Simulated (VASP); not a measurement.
# Mg3TlF (Pm-3m) in VASP: a series of runs, part 2 of 2

VASP 6.6.1. The steps go on from the part before.

## (4) Single point, PBE (random cell by space group and Wyckoff sites (Pm-3m, No. 221))

INCAR

```
SYSTEM = Mg3TlF
ALGO = Normal
EDIFF = 1E-6
ENCUT = 520
GGA = PE
ISIF = 2
ISMEAR = 0
LASPH = .TRUE.
LCHARG = .TRUE.
LELF = .TRUE.
LREAL = .FALSE.
LVHAR = .TRUE.
LWAVE = .FALSE.
NBANDS = 21
NELM = 100
PREC = Accurate
SIGMA = 0.1
```

KPOINTS

```
k-points
0
G
  4 4 4
  0 0 0
```

POSCAR

```
Mg3TlF
1.0
    4.7190843500      0.0000000000      0.0000000000
    0.0000000000      4.7190843500      0.0000000000
    0.0000000000      0.0000000000      4.7190843500
Mg Tl F
3 1 1
Direct
    0.0000000000      0.5000000000      0.5000000000
    0.5000000000      0.0000000000      0.5000000000
    0.5000000000      0.5000000000      0.0000000000
    0.0000000000      0.0000000000      0.0000000000
    0.5000000000      0.5000000000      0.5000000000
```

Potentials or basis: VASP PAW PBE potentials, release 64 (Mg, Tl_d, F).

On the command line:

```console
cat potpaw_PBE.64/Mg/POTCAR potpaw_PBE.64/Tl_d/POTCAR potpaw_PBE.64/F/POTCAR > POTCAR
mpirun -np 1 vasp_std > vasp.out
```

OUTCAR:

```text
SYSTEM = Mg3TlF
   EDIFF = 1E-6
   ENCUT = 520
   GGA = PE
   ISIF = 2
   ISMEAR = 0
   LASPH = .TRUE.
   LREAL = .FALSE.
   NELM = 100
   PREC = Accurate

 ion  position               nearest neighbor table
   1  0.000  0.500  0.500-   5 2.36   5 2.36   4 3.34   2 3.34   3 3.34   4 3.34   2 3.34   4 3.34
                             4 3.34   2 3.34   3 3.34   3 3.34   3 3.34   2 3.34
   2  0.500  0.000  0.500-   5 2.36   5 2.36   4 3.34   1 3.34   3 3.34   4 3.34   1 3.34   3 3.34
                             3 3.34   3 3.34   1 3.34   4 3.34   4 3.34   1 3.34
   3  0.500  0.500  0.000-   5 2.36   5 2.36   4 3.34   1 3.34   1 3.34   2 3.34   2 3.34   2 3.34
                             4 3.34   2 3.34   1 3.34   4 3.34   1 3.34   4 3.34
   4  0.000  0.000  0.000-   1 3.34   2 3.34   3 3.34   1 3.34   2 3.34   1 3.34   3 3.34   1 3.34
                             2 3.34   3 3.34   2 3.34   3 3.34
   5  0.500  0.500  0.500-   1 2.36   2 2.36   3 2.36   3 2.36   2 2.36   1 2.36

  LATTYP: Found a simple cubic cell.
 ALAT       =     4.7190843500

  Lattice vectors:

 A1 = (   4.7190843500,   0.0000000000,   0.0000000000)
 A2 = (   0.0000000000,   4.7190843500,   0.0000000000)
 A3 = (   0.0000000000,   0.0000000000,   4.7190843500)

Analysis of symmetry for initial positions (statically):
=====================================================================
 Subroutine PRICEL returns:
 Original cell was already a primitive cell.

 Routine SETGRP: Setting up the symmetry group for a
 simple cubic supercell.

 Subroutine GETGRP returns: Found 48 space group operations
 (whereof 48 operations were pure point group operations)
 out of a pool of 48 trial point group operations.

The static configuration has the point symmetry O_h .

Analysis of symmetry for dynamics (positions and initial velocities):
=====================================================================
 Subroutine PRICEL returns:
 Original cell was already a primitive cell.

 Routine SETGRP: Setting up the symmetry group for a
 simple cubic supercell.

[... 117 lines left out ...]
  Fermi-wavevector in a.u.,A,eV,Ry     =   1.027720  1.942109 14.370592  1.056209
  Thomas-Fermi vector in A             =   2.161680
   LORBIT       =      0    0 simple, 1 ext, 2 COOP (PROOUT), +10 PAW based schemes
   GGA     = PE    functional components
   LHFCALC =     F    Hartree Fock is set to
   AEXX    =    0.0000 exact exchange contribution
   IVDW    =     0    specifies the selected vdW correction
   LEPSILON=     F    determine dielectric tensor
   LRPA    =     F    only Hartree local field effects (RPA)
 non-spin polarized calculation
 Gauss-broadening in eV      SIGMA  =   0.10
  energy-cutoff  :      520.00
  volume of cell :      105.09
 maximum number of plane-waves:      2872
 NGX is ok and might be reduce to    36
   NGX = 17   NGY = 17   NGZ = 17

 number of electron      25.9999989 magnetization

 Free energy of the ion-electron system (eV)
  ---------------------------------------------------
  ext. energy  EPLUGINS =         0.00000000
  ---------------------------------------------------
  free energy    TOTEN  =       -12.19959385 eV

  energy without entropy =      -12.17874310  energy(sigma->0) =      -12.18916848

 E-fermi :   4.5084     XC(G=0):  -9.1185

 val. band max:        4.3542378338   @ k =   0.5000   0.2500   0.0000
 cond. band min:       4.5258538084   @ k =   0.5000   0.0000   0.0000
 fundamental gap:      0.1716159746
 Fermi energy:         4.5083715755

 k-point     1 :       0.0000    0.0000    0.0000
  band No.  band energies     occupation
      1     -21.6523      2.00000
      2      -7.1353      2.00000
      3      -7.1353      2.00000
      4      -7.1037      2.00000
      5      -7.1037      2.00000
      6      -7.1037      2.00000
[... 229 lines left out ...]
     20      13.7489      0.00000
     21      13.8066      0.00000

------------------------ aborting loop because EDIFF is reached ----------------------------------------

  FORCE on cell =-STRESS in cart. coord.  units (eV):
  Direction    XX          YY          ZZ          XY          YZ          ZX
  --------------------------------------------------------------------------------------
  -------------------------------------------------------------------------------------
  Total       -1.6207859     -1.6207859     -1.6207859     -0.0000000      0.0000000     -0.0000000
  in kB      -24.7094463    -24.7094463    -24.7094463     -0.0000000      0.0000000     -0.0000000
  external PRESSURE =     -24.7094463 kB  Pullay stress =       0.0000000 kB

 VOLUME and BASIS-vectors are now :
 -----------------------------------------------------------------------------
  energy-cutoff  :      520.00
  volume of cell :      105.09
      direct lattice vectors                 reciprocal lattice vectors
     4.719084350  0.000000000  0.000000000     0.211905515  0.000000000  0.000000000
     0.000000000  4.719084350  0.000000000     0.000000000  0.211905515  0.000000000
     0.000000000  0.000000000  4.719084350     0.000000000  0.000000000  0.211905515

 POSITION                                       TOTAL-FORCE (eV/Angst)
 -----------------------------------------------------------------------------------
      0.00000      2.35954      2.35954         0.000000      0.000000      0.000000
      2.35954      0.00000      2.35954         0.000000      0.000000      0.000000
      2.35954      2.35954      0.00000         0.000000      0.000000      0.000000
      0.00000      0.00000      0.00000         0.000000      0.000000      0.000000
      2.35954      2.35954      2.35954         0.000000      0.000000      0.000000
 -----------------------------------------------------------------------------------
    total drift:                                0.000000      0.000000      0.000000

  FREE ENERGIE OF THE ION-ELECTRON SYSTEM (eV)
  ---------------------------------------------------
  free  energy   TOTEN  =       -12.1995938487 eV

  energy  without entropy=      -12.1787431044  energy(sigma->0) =      -12.18916848
```

OSZICAR:

```text
N       E                     dE             d eps       ncg     rms          rms(c)
DAV:   1     0.123215161292E+03    0.12322E+03   -0.11746E+04   420   0.104E+03
DAV:   2    -0.517821857452E+01   -0.12839E+03   -0.12485E+03   504   0.232E+02
DAV:   3    -0.129699958518E+02   -0.77918E+01   -0.77546E+01   505   0.495E+01
DAV:   4    -0.130249748935E+02   -0.54979E-01   -0.54970E-01   460   0.468E+00
DAV:   5    -0.130253974989E+02   -0.42261E-03   -0.42260E-03   503   0.436E-01    0.541E+00
DAV:   6    -0.122907458493E+02    0.73465E+00   -0.29852E+00   465   0.101E+01    0.233E+00
DAV:   7    -0.122311680556E+02    0.59578E-01   -0.23210E-01   435   0.274E+00    0.139E+00
DAV:   8    -0.122007203755E+02    0.30448E-01   -0.74695E-02   468   0.168E+00    0.435E-01
DAV:   9    -0.122000524910E+02    0.66788E-03   -0.11949E-02   475   0.684E-01    0.193E-01
DAV:  10    -0.121995841132E+02    0.46838E-03   -0.26143E-03   475   0.320E-01    0.179E-02
DAV:  11    -0.121995970621E+02   -0.12949E-04   -0.26576E-04   440   0.845E-02    0.202E-02
DAV:  12    -0.121995930318E+02    0.40303E-05   -0.23244E-05   495   0.305E-02    0.410E-03
DAV:  13    -0.121995938487E+02   -0.81690E-06   -0.30754E-06   410   0.100E-02
   1 F= -.12199594E+02 E0= -.12189168E+02  d E =-.208507E-01
```

stdout:

```text
POSCAR found type information on POSCAR MgTlF
 POSCAR found :  3 types and       5 ions
 scaLAPACK will be used
 LDA part: xc-table for (Slater+PW92), standard interpolation
 POSCAR, INCAR and KPOINTS ok, starting setup
 FFT: planning ... GRIDC
 FFT: planning ... GRID_SOFT
 FFT: planning ... GRID
 WAVECAR not read
 entering main loop
```

It took 9.8 s on 1 thread of Intel Xeon 6975P-C (Granite Rapids), shared host; peak memory 0.21 GiB.

Results:

| Quantity | Value |
| --- | --- |
| Free energy | -12.1996 eV |
| Pressure | -2.5 GPa |
| Band gap on the k mesh | none (metal or under the smearing width) |

The run has no spin-orbit coupling, so splittings on Tl are missing.

## (5) Summary

| task | cell | k mesh | cutoff (eV) | gap on the mesh (eV) | pressure (GPa) |
| --- | --- | --- | --- | --- | --- |
| single point | random cell by space group and Wyckoff sites (Pm-3m, No. 221) | 8 × 8 × 8 | 520 | none | -0.3 |
| relaxation of cell and atoms | relaxed from: random cell by space group and Wyckoff sites (Pm-3m, No. 221) | 8 × 8 × 8 | 600 | none | 0.0 |
| single point | random cell by space group and Wyckoff sites (Pm-3m, No. 221) | 4 × 4 × 4 | 520 | none | -2.5 |

Alike in all rows: level PBE; potentials or basis VASP PAW PBE potentials, release 64 (Mg, Tl_d, F); no spin polarisation; smearing gaussian 0.1 eV.

Total energies depend on the potentials used, so only differences within one code and one set of settings carry meaning.
